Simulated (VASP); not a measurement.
All values below come from r2SCAN meta-GGA, VASP's PBE PAW potentials (set 64) (plane waves; VASP).

Gaps are without spin-orbit coupling.

```yaml
volume_per_atom: 34.09 Å³/atom
band gap (over mesh and band path): 1.26 eV
smallest direct gap (over mesh and band path): 1.34 eV
```

**Question.** Which relaxed crystal gives these values?
A. RbVF3, Pm-3m (221)
B. NaCl, Fm-3m (225)
C. RhI3, C2/m (12)
D. TiO2, Imma (74)

**Answer.** C, RhI3, C2/m (12)
